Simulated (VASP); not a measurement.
Input:

```
InP
1.0
    0.00000     2.85427     2.85427
    2.85427     0.00000     2.85427
    2.85427     2.85427     0.00000
In P
1 1
Direct
  0.00000   0.00000   0.00000
  0.25000   0.25000   0.25000
```

Method: LDA (Ceperley-Alder, Perdew-Zunger), VASP's LDA PAW potentials (set 64) (plane waves; VASP). Numerical set-up: 520 eV cut-off, 8×8×8 Γ-centred mesh, Gaussian smearing of 0.050 eV, potentials In_d P.

**Question.** Give the stress tensor in GPa (positive for a compressed cell).

**Answer.** 
```
5.07  0.00  0.00
0.00  5.07  0.00
0.00  0.00  5.07
```
The pressure is its mean diagonal, 5.07 GPa.

The compound is InP in the zinc blende structure. This cell is one point of a volume scan, at 0.94 of the reference volume.
